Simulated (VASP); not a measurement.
```
Cd4Se3Te
1.0
    4.41588     0.00000     0.00000
    0.00000     8.82792     0.00000
    0.00000     0.00000     6.20485
Cd Te Se
4 1 3
Direct
  0.00000   0.23766   0.00903
  0.00000   0.76234   0.00903
  0.50000   0.00000   0.50756
  0.50000   0.50000   0.47392
  0.00000   0.50000   0.75187
  0.50000   0.24217   0.25025
  0.50000   0.75783   0.25025
  0.00000   0.00000   0.74811
```

Computed with r2SCAN meta-GGA, VASP's PBE PAW potentials (set 64) (plane waves; VASP). Numerical set-up: 400 eV cut-off, 6×3×4 Γ-centred mesh, tetrahedra with Blöchl corrections, potentials Cd Te Se.

The cores are frozen, which limits the accuracy of field gradients.

Task: Give the principal components of the electric field gradient (V/Å²) and the asymmetry η at each nucleus.

Result: 
| atom | Vxx | Vyy | Vzz | η |
|---|---|---|---|---|
| Cd1 | -5.5 | -0.6 | 6.1 | 0.79 |
| Cd2 | -5.5 | -0.6 | 6.1 | 0.79 |
| Cd3 | 2.6 | 1.3 | -4.0 | 0.34 |
| Cd4 | 5.1 | 1.1 | -6.2 | 0.64 |
| Te5 | 46.7 | 8.5 | -55.3 | 0.69 |
| Se6 | 12.0 | 10.9 | -22.9 | 0.05 |
| Se7 | 12.0 | 10.9 | -22.9 | 0.05 |
| Se8 | 14.5 | 12.5 | -27.0 | 0.07 |

The structure comes from a computed database's Cd4TeSe3 entry (Pmm2); how it stands against other phases isn't given here. It was relaxed first.
